How a hybrid functional sets the size of a GaSb crystal

A relaxed crystal stops at the volume where its energy no longer falls, whether it shrinks or swells. The functional decides where that happens, because it fixes how much energy the electrons gain in a tight lattice compared with a loose one. Here the same GaSb cell was relaxed with four hybrid functionals and with Hartree-Fock.

Full cell relaxations of primitive GaSb (2 atoms) in VASP 6.6.1 with hybrid functionals and Hartree-Fock, without spin-orbit coupling or dispersion correction. All runs use PAW PBE potentials, a 600 eV cutoff, a 4×4×4 k mesh, Fermi-Dirac smearing of 0.05 eV and PRECFOCK = Fast. Volume changes count from the common starting cell; lengths are those of the primitive cell.

```
functional  volume change (%)  relaxed length a (Å)  relaxed length b (Å)  relaxed length c (Å)
     B3LYP              5.800                 4.408                 4.408                 4.408
        HF            -26.230                 3.909                 3.909                 3.909
     HSE06              0.410                 4.332                 4.332                 4.332
    HSEsol             -2.540                 4.289                 4.289                 4.289
   PBEsol0             -3.070                 4.281                 4.281                 4.281
```

1. What do the volume changes count from?

They count from the starting cell, which is the same in every row. This cell is a common zero, not a measured standard, so HSE06's small change of 0.4% is no certificate of accuracy. The physics lies in the differences between rows.

The cell stays cubic in every row, so one length describes it. The tabulated lengths belong to the primitive cell; the usual cubic edge is longer by √2, which turns 4.332 Å for HSE06 into 6.126 Å. For small changes the volume moves by three times the percentage of the edge, so a harmless-looking 1% in length is 3% in volume.

2. Which row stands apart, and can it be believed?

Hartree-Fock does. Its volume falls by 26%, while the four hybrids stay between about −3% and +6%. Its cubic edge is 5.53 Å, while the hybrids give 6.05 to 6.23 Å. Hartree-Fock leaves out electron correlation, which helps to bind a crystal, and it normally makes semiconductor lattices slightly too large. A collapse is the opposite of what the theory leads us to expect.

The electronic levels are odd as well. At the zone centre the lowest listed valence level lies 11.0 eV below the valence top, 1.9 eV less than in PBEsol0. Full exact exchange and a compressed lattice should both push it deeper. The two lowest empty levels listed there have the same energy, but that need not be a fault. Compression raises the single s-like level that is normally lowest, and can lift it above the p-like levels, which share one energy.

The remaining pressure is small, so the relaxation did reach a stationary point. It may have been reached in a wrong electronic state, or in a spurious one produced by potentials made for PBE, but this is a guess. The run also differs in a numerical setting: it treats the long-range part of exact exchange by the default method, where B3LYP and PBEsol0 use a truncated interaction. The row should not be used as a lattice constant, nor as the end point of a trend in exact exchange.

3. Does the share of exact exchange put the four hybrids in order?

Not by itself. HSE06 and HSEsol both use 25% exact exchange, and both restrict it to short distances. They differ in the semilocal part, the part that works from the local density and its gradient: HSE06 takes it from PBE, HSEsol from PBEsol. This change alone removes 2.95 points of volume. The exact-exchange setting is what gives hybrids their name, but here the partner it is mixed with moves the lattice strongly.

4. Why does PBEsol give the smaller crystal?

When a crystal expands, the density between the atoms thins out and becomes more uneven. Semilocal exchange functionals lower the energy where the density varies strongly on its own length scale. They therefore give an expanded crystal a bonus over a compact one, and the bonus pushes the equilibrium outward.

PBEsol makes this bonus weaker than PBE does, because it was built for the slowly varying densities found in solids. With less reward for expansion, the energy minimum moves to a smaller volume. The table shows the contraction; the explanation comes from the known form of the two functionals. PBEsol changes correlation too, so the 2.95 points measure both changes together.

The argument also covers a neighbouring case. If PBEsol0 were given PBE as its semilocal part, its cell should grow.

5. Why is B3LYP the largest?

B3LYP ends 5.4 points of volume above HSE06. It has a little less exact exchange, 20%, but it also differs in the range of that exchange and in its whole semilocal part. The table cannot divide the expansion among these changes.

The standard explanation, which these rows do not test, points to correlation. The correlation part of B3LYP does not reproduce the uniform electron gas, the model that best resembles valence electrons spread through a solid. Such electrons are then bound too weakly, and the lattice comes out too long. This fault matters much less in small molecules, so a good record there is no guide to lattice constants.

6. How large is the PBEsol effect as a pressure?

Near its minimum a crystal behaves like a spring. The pressure grows in proportion to the change of volume, and the constant is the bulk modulus B. Suppose the relaxation ends at volume V with a small remaining pressure P, after the volume has changed by ΔV. Adding up the pressure over the path gives the energy released:

ΔE = P ΔV + B (ΔV)² / (2V)

The B3LYP relaxation supplies B. Its cell grows by 5.8% from 57 Å³, so ΔV is about 3.3 Å³ and V about 61 Å³. The run releases 29.8 meV, of which the remaining pressure accounts for about 1 meV. That leaves about 0.029 eV for the spring term:

B ≈ 2 × 0.029 eV × 61 Å³ / (3.3 Å³)² ≈ 0.32 eV/Å³ ≈ 50 GPa

The step from HSE06 to HSEsol then corresponds to

50 GPa × 0.0295 ≈ 1.5 GPa

This has a practical meaning. A cell relaxed with HSE06 and then used unchanged in an HSEsol calculation is under a tension of about 1.5 GPa. Stresses and strained-layer energies should therefore be computed from a lattice relaxed with the same functional.

B3LYP was used to set B, so it cannot test the model. HSE06 can: the predicted energy release is 20% above the computed one. The test is a weak one, because that release is only about 0.2 meV, and the true stiffness also differs somewhat between functionals. The value of B is good for estimates of this kind, not as a material constant. The printed analysis after this text gives the details.

7. What changes when exact exchange also acts at long range?

Going from HSEsol to PBEsol0 keeps the PBEsol part and the 25% share, but lets exact exchange act at all distances. The volume falls by only 0.53 points, while the band gap on the mesh rises by 0.71 eV. The same change of setting is minor for the lattice and major for the electronic structure.

Theory makes sense of the contrast. The gap compares a filled level with an empty one. Exact exchange lowers filled levels strongly and empty ones much less, while the semilocal exchange that it replaces lowers both more evenly. Extending the range of exact exchange therefore drives the two apart. The volume depends on the total energy, which contains the exchange of the filled levels only. At long range the exact and the semilocal expressions can differ in energy and still change almost equally as the crystal is squeezed, and then the minimum hardly moves.

The gaps themselves are not predictions for real GaSb. Spin-orbit coupling is absent, and in a compound of heavy antimony it would raise the valence top and narrow the gap. It matters far less for the volume.

8. Which digits can be trusted?

The relaxations stopped with small remaining pressures. Divided by the estimated B, these correspond to at most 0.11 points of volume in the four hybrids. The second decimal of the volume change therefore has no physical meaning, and the first is uncertain even before the coarse k mesh is considered.

The steps of about three points between HSE06 and HSEsol, and of more than five between HSE06 and B3LYP, are far larger than this error. The step from HSEsol to PBEsol0 is more delicate. Correcting for the remaining pressures reduces it from 0.53 to 0.44 points, so it survives that test. The coarse k mesh is another matter, because long-range exchange converges more slowly with the mesh than short-range exchange does. Repeating both relaxations on a denser mesh would show whether this small contraction is real.

Output of the analysis:

```
Geometry:
      row  conventional edge (angstrom)  Ga-Sb bond (angstrom)  edge change (%)  gap on mesh (eV)
    B3LYP                         6.234                  2.699            1.897            0.5813
       HF                         5.528                  2.394           -9.643             11.71
    HSE06                         6.126                  2.653           0.1365            0.8837
   HSEsol                         6.066                  2.626          -0.8539             1.047
  PBEsol0                         6.054                  2.622           -1.034             1.761
Volume lost from HSE06 to HSEsol, PBE replaced by PBEsol (points of %): 2.95
Volume lost from HSEsol to PBEsol0, long-range exchange added (points of %): 0.53
Ratio of these two volume steps: 5.566
Volume gained from HSE06 to B3LYP (points of %): 5.39
Gap step from HSEsol to PBEsol0 (eV): 0.7137
Gap step from HSE06 to HSEsol, each at its own volume (eV): 0.1637
Energy released by the B3LYP relaxation (meV per cell): 29.76
Bulk modulus estimated from the B3LYP relaxation (GPa): 50.41
HSE06 energy release predicted with that modulus (meV per cell): 0.2194
HSE06 energy release computed (meV per cell): 0.183
Miss of the HSE06 prediction (%): 19.89
Largest volume error from residual pressure, HF left out (points of %): 0.1077
HSEsol to PBEsol0 volume step after removing residual pressure (points of %): 0.4445
Pressure equivalent to the PBE to PBEsol swap (GPa): 1.487
Volume uncertainty from rounding the edge to 0.001 angstrom (points of %): 0.03463
HF valence level depth at the zone centre (eV): 11.01
PBEsol0 valence level depth less HF depth (eV): 1.923
```
